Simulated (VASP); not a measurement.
Data:

```xyz
2
Lattice="1.4518 -2.5145 0.0000 1.4518 2.5145 0.0000 0.0000 0.0000 2.8300" Properties=species:S:1:pos:R:3 pbc="T T T"
W      1.4518    -2.5145     0.0000
C      1.4518     0.8382     1.4150
```

These are SCAN meta-GGA, VASP's PBE PAW potentials (set 64) (plane waves; VASP 6.6.1) values and carry that method's errors. Settings: 520 eV cut-off, 16×16×14 Γ-centred mesh, tetrahedra with Blöchl corrections, potentials W_sv C.

Q: Give the energies of bands 6 to 12 at the high-symmetry points, in eV from the Fermi level.

A: 
```csv
band,Γ,M,K,A,L,H
6,-4.54,-7.35,-6.93,-9.12,-6.73,-7.44
7,-3.48,-3.71,-4.65,-2.04,-4.45,-5.58
8,-3.48,-3.70,-3.53,-2.04,-4.30,-1.63
9,0.20,-0.42,0.78,-0.59,0.31,-0.66
10,3.51,2.58,1.09,-0.59,4.71,4.60
11,3.51,4.82,2.13,3.94,5.60,6.77
12,6.03,5.16,3.48,4.92,7.05,8.04
```

It has no gap at this level: it comes out as a metal or semimetal.

The compound is WC in the wc structure. It was relaxed first.
